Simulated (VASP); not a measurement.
An input for Ansatz (written as the equivalent of a VASP run, and not itself run):

Ansatz 0.2 input:
```yaml
crystal:
  lattice:
    - [1.3762272, -2.3836951, 0.0000000]
    - [1.3762272, 2.3836951, 0.0000000]
    - [0.0000000, 0.0000000, 4.3500046]
  atoms:
    - { symbol: Os, position: [0.3333330, 0.6666670, 0.2500000] }
    - { symbol: Os, position: [0.6666670, 0.3333330, 0.7500000] }
kpoints:
  mp_grid: { grid: [15, 15, 9] }
hamiltonian:
  xc: pbe
  pseudopotentials: { kind: paw }
scf:
  occupations: { method: methfessel_paxton, width: 0.1 }
  max_iter: 100
relax:
  max_steps: 40
  f_tol: 0.02
  cell: {}
output: { forces: true, stress: true, eigenvalues: true }
```

Question: Translate this input to VASP (INCAR, KPOINTS, POSCAR, choice of POTCAR).

Answer: Several could match; the one computed here: 
**INCAR**
```
! general
SYSTEM  = Os
PREC    = Accurate
ENCUT   = 500
LREAL   = F
LASPH   = T

! electronic loop
EDIFF   = 1E-6
NELM    = 100
ALGO    = Normal
LMAXMIX = 6

! smearing
ISMEAR  = 1
SIGMA   = 0.1

! functional
GGA     = PE

! ions
IBRION  = 2
NSW     = 40
ISIF    = 3
EDIFFG  = -0.02

! output
LWAVE   = F
LCHARG  = F
```

POSCAR:
```
Os
1.0
  1.3762272254  -2.3836951161   0.0000000000
  1.3762272254   2.3836951161   0.0000000000
  0.0000000000   0.0000000000   4.3500045581
Os
2
Direct
  0.3333330000   0.6666670000   0.2500000000
  0.6666670000   0.3333330000   0.7500000000
```

File KPOINTS:
```
Automatic mesh
0
Gamma
15 15 9
0 0 0
```

POTCAR, in this order: Os (PBE.64 set). Program: vasp_std.

What does not carry over: each code has its own PAW files, so the cut-off isn't converted (ENCUT is set for VASP's; basis.ecutwfc is left out, and Ansatz then takes the one that its files recommend); Ansatz stops its SCF on the density residual and VASP on the energy change (EDIFF).

The compound is Os in the hcp structure. It was relaxed first.
